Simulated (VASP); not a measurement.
Output of a VASP run:

**OSZICAR**
```
       N       E                     dE             d eps       ncg     rms          rms(c)
DAV:   1     0.112884524278E+03    0.11288E+03   -0.92364E+03   762   0.125E+03
DAV:   2    -0.254599734000E+01   -0.11543E+03   -0.11033E+03   889   0.300E+02
DAV:   3    -0.712881985954E+01   -0.45828E+01   -0.45720E+01   899   0.634E+01
DAV:   4    -0.716055891339E+01   -0.31739E-01   -0.31736E-01   824   0.532E+00
DAV:   5    -0.716099786767E+01   -0.43895E-03   -0.43895E-03   899   0.610E-01    0.108E+01
DAV:   6    -0.668031900366E+01    0.48068E+00   -0.98165E-01  1116   0.165E+01    0.808E+00
DAV:   7    -0.665637129545E+01    0.23948E-01   -0.23041E-01   784   0.409E+00    0.347E+00
DAV:   8    -0.665411402257E+01    0.22573E-02   -0.27712E-02   809   0.267E+00    0.356E-01
DAV:   9    -0.665374386858E+01    0.37015E-03   -0.39112E-03   879   0.117E+00    0.819E-02
DAV:  10    -0.665373957843E+01    0.42901E-05   -0.32075E-04   832   0.301E-01    0.509E-02
DAV:  11    -0.665375911797E+01   -0.19540E-04   -0.41989E-05   804   0.700E-02    0.259E-02
DAV:  12    -0.665376524490E+01   -0.61269E-05   -0.25475E-05   789   0.704E-02    0.110E-02
DAV:  13    -0.665376447781E+01    0.76709E-06   -0.56830E-06   839   0.366E-02
   1 F= -.39082812E+01 E0= -.39082812E+01  d E =-.390828E+01
```

OUTCAR:
```
------------------------ aborting loop because EDIFF is reached ----------------------------------------
  FORCE on cell =-STRESS in cart. coord.  units (eV):
  Direction    XX          YY          ZZ          XY          YZ          ZX
  --------------------------------------------------------------------------------------
  Total        2.7314669      2.7314669      2.7314669      0.0000000      0.0000000      0.0000000
  in kB       99.4894759     99.4894759     99.4894759      0.0000000      0.0000000      0.0000000
  external PRESSURE =      -0.5105241 kB  Pullay stress =     100.0000000 kB
  volume of cell :       43.99
      direct lattice vectors                 reciprocal lattice vectors
     0.000000000  2.801774175  2.801774175    -0.178458351  0.178458351  0.178458351
     2.801774175  0.000000000  2.801774175     0.178458351 -0.178458351  0.178458351
     2.801774175  2.801774175  0.000000000     0.178458351  0.178458351 -0.178458351
  FREE ENERGIE OF THE ION-ELECTRON SYSTEM (eV)
  ---------------------------------------------------
  free  energy   TOTEN  =        -6.6537644778 eV

  energy  without entropy=       -6.6537644778  energy(sigma->0) =       -6.65376448
  enthalpy is  TOTEN    =        -3.9082812355 eV   P V=        2.7454832424

 reached required accuracy - stopping structural energy minimisation
```
(Selected blocks of OUTCAR.)

**POSCAR**
```
CdS
1
   -0.0000000000     2.8017741755     2.8017741755
    2.8017741755    -0.0000000000     2.8017741755
    2.8017741755     2.8017741755    -0.0000000000
Cd S
1 1
Direct
  0.0000000000   0.0000000000   0.0000000000
  0.2500000000   0.2500000000   0.2500000000
```

Question: Reconstruct the remaining input files.

Answer: One answer among several that fit: the input of the run itself, PBEsol GGA, plane waves, VASP's PBE PAW potentials (set 64).

KPOINTS:
```
Automatic mesh
0
Gamma
8 8 8
0 0 0
```

**INCAR**
```
SYSTEM = CdS
PREC = Accurate
ENCUT = 500
EDIFF = 1E-6
NELM = 100
ALGO = Normal
LREAL = .FALSE.
LASPH = .TRUE.
ISMEAR = 0
SIGMA = 0.05
GGA = PS
LMAXMIX = 4
LWAVE = .FALSE.
LCHARG = .FALSE.
IBRION = 2
ISIF = 3
NSW = 40
EDIFFG = -0.02
PSTRESS = 100
```

POTCAR, in this order: Cd S (PBE.64 set). Program: vasp_std.

The compound is CdS in the zinc blende structure, a metastable form; wurtzite is the usual one. It was relaxed first under an external pressure of 10 GPa.
